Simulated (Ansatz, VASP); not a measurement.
# Al2O3 (amorphous Al2O3) in two plane-wave programs, part 2 of 2

One calculation is typed for both programs; each brings its own data sets. How far apart do they land? Of the first pair: The structure shown is the start of the Ansatz relaxation below; VASP solves that cell, so the two are compared at the walk's first step.

VASP 6.6.1 and Ansatz 0.2.0.

So far. Step 3 (VASP: single point, r2SCAN, start cell, pair 1): The run ends at a pressure of 1.00 GPa, with forces up to 1.8 eV/Å.

**4. Comparison**

Known differences besides the potentials themselves: VASP keeps PBE cores, Ansatz makes them for the functional; fixed occupations in Ansatz, narrow Gaussian smearing in VASP; the cutoff is 500 eV in Ansatz and 580 eV in VASP (PREC = Accurate, projectors in real space). Total energies have different zeros and are not compared.

Forces on 10 of the 155 atoms, those with the largest forces and the largest differences (eV/Å; atoms numbered as in POSCAR):

```tsv
atom	Ansatz x, y, z	VASP x, y, z
Al3	0.339, -0.005, 0.258	0.275, -0.051, 0.287
Al49	-0.233, -0.735, 0.084	-0.168, -0.704, 0.043
Al58	0.250, 0.016, -0.316	0.178, -0.016, -0.335
O72	-0.202, -1.074, -0.531	-0.211, -1.122, -0.550
O106	-0.841, 0.415, 0.775	-0.868, 0.431, 0.779
O118	-0.274, 0.509, -1.518	-0.282, 0.523, -1.592
O132	0.929, 0.922, 0.097	0.963, 0.954, 0.098
O149	1.478, -0.034, -0.912	1.523, -0.039, -0.941
O152	-0.399, -0.605, -1.035	-0.417, -0.608, -1.063
O153	1.073, 0.831, 0.458	1.101, 0.872, 0.485
```

The forces differ by 20 meV/Å r.m.s., which is 4.6 % of the r.m.s. force of 0.438 eV/Å (both taken over all components).

**5. Ansatz: relaxation, r2SCAN**

This run makes the geometry at which the two programs are then compared. The cell compared in this pair holds 1631.36 Å³, against 1651.02 Å³ for the pair before.

The structure compared here is the end of the Ansatz relaxation.

This is the run of step 2 again, met here at its other cell.

**6. VASP: single point, r2SCAN, relaxed cell, pair 2**

The same cell, functional and mesh now go to VASP, with its own data sets.

The input, INCAR:

```
SYSTEM = Al2O3
PREC = Accurate
ENCUT = 660
EDIFF = 1E-06
NELM = 120
ISMEAR = 0
SIGMA = 0.01
LREAL = Auto
ALGO = Normal
METAGGA = R2SCAN
LASPH = .TRUE.
NBANDS = 480
LORBIT = 11
LWAVE = .FALSE.
LCHARG = .FALSE.
ISIF = 2
GGA_COMPAT = .FALSE.
EFERMI = MIDGAP
LMIXTAU = .TRUE.
```

The input, POSCAR:

```
Al2O3
1.0
   11.5990990000      0.0629540000     -0.0321820000
    0.0629540000     11.9582400000     -0.0484260000
   -0.0321820000     -0.0484260000     11.7619810000
Al O
62 93
Direct
    0.6814700000      0.3168100000      0.4740200000
    0.1974200000      0.2662600000      0.5140800000
    0.1535600000      0.3827700000      0.1899000000
    0.0369800000      0.6955100000      0.4379300000
    0.4377000000      0.6221900000      0.1822700000
    0.3531300000      0.8854600000      0.1394600000
    0.1835100000      0.1859100000      0.7649800000
    0.9333500000      0.5407700000      0.2466400000
    0.6251600000      0.4203800000      0.2694500000
    0.8261400000      0.7722200000      0.8380100000
    0.8277600000      0.8103200000      0.0977700000
    0.9070800000      0.3179700000      0.5848400000
    0.9858300000      0.2089400000      0.0702100000
    0.3640900000      0.3784000000      0.3700900000
    0.4355100000      0.5852000000      0.6930300000
    0.8030100000      0.3583500000      0.0429800000
    0.0001200000      0.3139200000      0.3659500000
    0.9283900000      0.0825300000      0.6890800000
    0.9190000000      0.5830600000      0.9638900000
    0.4539800000      0.1623600000      0.4915500000
    0.6893000000      0.6770700000      0.6268700000
    0.5390700000      0.5817000000      0.4454200000
    0.7635200000      0.1886400000      0.2477800000
    0.5390000000      0.4346000000      0.0073300000
    0.0649200000      0.8246500000      0.6904200000
    0.8599200000      0.1112800000      0.4505100000
    0.1234500000      0.4869400000      0.5501400000
    0.5750700000      0.8222500000      0.0618500000
    0.3252900000      0.7924900000      0.5898400000
    0.7045200000      0.0701700000      0.6209400000
[... 119 atom lines left out ...]
    0.0201300000      0.0719300000      0.0209100000
    0.3561000000      0.9006300000      0.2889800000
    0.8102900000      0.5860200000      0.5959500000
    0.6047400000      0.1572700000      0.1544500000
    0.7752600000      0.7120000000      0.2042900000
    0.9461400000      0.8883300000      0.1607900000
```

The input, KPOINTS:

```
Automatic mesh
0
Gamma
1 1 1
0 0 0
```

PAW data sets: Al and O (PBE family, release 64).

On the command line:

```bash
export OMP_NUM_THREADS=3
mpirun -np 1 vasp_gam
```

Numbers of over 12 decimals in the logs are rounded to 6 here.

The program printed:

```text
[banner, memory and clock lines left out]
running    1 mpi-ranks, on    1 nodes
[...]
Offloading initialized ...    1 GPUs detected
[...]
[... a notice as in an earlier step ...]

 LDA part: xc-table for (None), standard interpolation
 POSCAR, INCAR and KPOINTS ok, starting setup
[...]
entering main loop
       N       E                     dE             d eps       ncg     rms          rms(c)
DAV:   1     0.694731469903E+04    0.69473E+04   -0.51523E+05   960   0.191E+03
DAV:   2    -0.117609313600E+04   -0.81234E+04   -0.78290E+04  1192   0.409E+02
DAV:   3    -0.183195309630E+04   -0.65586E+03   -0.65117E+03  1120   0.120E+02
DAV:   4    -0.184407323371E+04   -0.12120E+02   -0.12074E+02  1144   0.178E+01
[...]
DAV:  17    -0.146791096634E+04    0.97223E-05   -0.98057E-05  1160   0.256E-02    0.144E-02
DAV:  18    -0.146791096489E+04    0.14486E-05   -0.26989E-05  1096   0.933E-03    0.905E-03
DAV:  19    -0.146791096395E+04    0.94422E-06   -0.25711E-06   824   0.365E-03
   1 F= -.14679110E+04 E0= -.14679110E+04  d E =0.000000E+00
```

From OUTCAR (step 6):

```text
  FREE ENERGIE OF THE ION-ELECTRON SYSTEM (eV)
  ---------------------------------------------------
  free  energy   TOTEN  =     -1467.9109639458 eV

  energy  without entropy=    -1467.9109639458  energy(sigma->0) =    -1467.91096395
```

The run ends at a pressure of -0.48 GPa, with forces up to 0.081 eV/Å.

**7. Comparison**

What differs besides the data sets and the points named for the pairs above, as far as they apply: the cutoff is 500 eV in Ansatz and 660 eV in VASP (PREC = Accurate, projectors in real space). Total energies have different zeros and are not compared.

Compared:

```tsv
quantity	Ansatz	VASP	difference
pressure (GPa)	0.00	-0.48	+0.48
gap on the k mesh (eV)	4.337	4.336	+0.002
```

The largest component of a force difference here is 66 meV/Å. A gap on the mesh is an upper bound, since the band edges may lie between its points.

**8. Results**

```yaml
r_m_s_force_difference_single_point_r2scan_start_cell_pair_1: 4.6 % of the r.m.s. force
r_m_s_force_difference_single_point_r2scan_relaxed_cell_pair_2: 17 meV/Å
```

What this shows: The r.m.s. force difference is 4.6 % of the r.m.s. force (single point, r2SCAN, start cell, pair 1), beyond the 3 % picked in this series as the mark of a large difference. What causes the difference of the single point, r2SCAN, start cell, pair 1 pair stays open here. What causes the difference of the single point, r2SCAN, relaxed cell, pair 2 pair stays open here. Such differences can come from data sets, numerical settings and the points named under the comparisons, not from the functional's error against experiment.

[Lines on the potential files, build, host, timing and source positions are cut from VASP's logs without a mark.]

[Logs are printed without paths, hosts, clocks, repeated set-up lines and the standing remarks that a program may print on its own settings, such as how far it seeks lower states.]

[Hosts, paths, dates, database ids (printed as entryN), source tags and the programs' standing remarks are cut or masked in the printed files.]
